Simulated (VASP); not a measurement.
Set up this calculation in VASP 6.6.1, as the native input.

- Task: single point
- Functional: LDA
- Potentials or basis: VASP PAW LDA potentials, release 64 (S, Mo_sv)
- Cutoff: 520 eV
- k mesh: 12 × 12 × 4
- Occupations: gaussian, width 0.01 eV
- Spin: no spin polarisation
- Dipole correction: no
- Further INCAR settings: ALGO = Fast; EDIFF = 1e-07; NBANDS = 35

The structure of MoS2 lies in POSCAR:

```
MoS2
1.0
    3.1222372397      0.0000000000      0.0000000000
   -1.5611186198      2.7039367662      0.0000000000
    0.0000000000      0.0000000000     12.0775414412
S Mo
4 2
Direct
    0.3333333333      0.6666666667      0.1213212842
    0.3333333333      0.6666666667      0.3786787158
    0.6666666667      0.3333333333      0.6213212842
    0.6666666667      0.3333333333      0.8786787158
    0.6666666667      0.3333333333      0.2500000000
    0.3333333333      0.6666666667      0.7500000000
```

The cell was built by a generator and needn't be a form met in nature.

These files were run (other wordings do the same):

INCAR

```
PREC = Accurate
ENCUT = 520
EDIFF = 1E-7
ISMEAR = 0
SIGMA = 0.01
LREAL = False
LASPH = True
NELM = 60
ALGO = Fast
ISIF = 2
LWAVE = False
LCHARG = False
NBANDS = 35
```

KPOINTS

```
Automatic mesh
0
Gamma
  12 12 4
```

Potentials or basis: VASP PAW LDA potentials, release 64 (S, Mo_sv).

Launch:

```console
$ cat potpaw_LDA.64/S/POTCAR potpaw_LDA.64/Mo_sv/POTCAR > POTCAR
$ mpirun -np 1 vasp_std > vasp.out
```

It gave:

The pressure is 0.1 GPa. The largest force is 0.016 eV/Å and the band gap on the k mesh is 0.74 eV, indirect (least direct gap 1.77 eV).

Wall time 81 s on 1 thread of Intel(R) Xeon(R) 6975P-C (Granite Rapids), on a shared host, peak memory 0.28 GiB.
